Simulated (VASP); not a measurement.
Cd2SeO, 4 atoms in the cell. The structure is tetragonal, space group P-4m2 (No. 115). The conventional cell has a = 4.017 Å, b = 4.017 Å, c = 5.284 Å, α = 90.00°, β = 90.00°, γ = 90.00°. Around O (site symmetry -4m2) lie 4 Cd at 2.24 Å. Cd (site symmetry 2mm) is surrounded by 2 O at 2.24 Å. Se (site symmetry -4m2) is surrounded by 4 Cd at 2.61 Å. The cell was built by a generator and needn't be a form met in nature. The cell isn't the ideal one: uniaxial_z strain -1.4%.

* Program: VASP 6.6.1
* Task: single point
* Functional: PBE
* Potentials or basis: VASP PAW PBE potentials, release 64 (O, Cd, Se)
* Cutoff: 520 eV
* k mesh: 6 × 6 × 6
* Occupations: fermi-dirac, width 0.02 eV
* Spin: no spin polarisation
* Dipole correction: no
* Further INCAR settings: ALGO = Normal; EDIFF = 1e-06; NBANDS = 26

Potentials or basis: VASP PAW PBE potentials, release 64 (O, Cd, Se).

Command:

```bash
$ cat potpaw_PBE.64/O/POTCAR potpaw_PBE.64/Cd/POTCAR potpaw_PBE.64/Se/POTCAR > POTCAR
$ mpirun -np 1 vasp_std > vasp.out
```

Hardware: 1 thread of Intel(R) Xeon(R) 6975P-C (Granite Rapids) (shared host).

Q: Estimate the wall time of this run.

A: Run time: 40 s on 1 thread of Intel(R) Xeon(R) 6975P-C (Granite Rapids) (shared host), peak memory 0.23 GiB. Counts: scf iterations 13, k points 40.
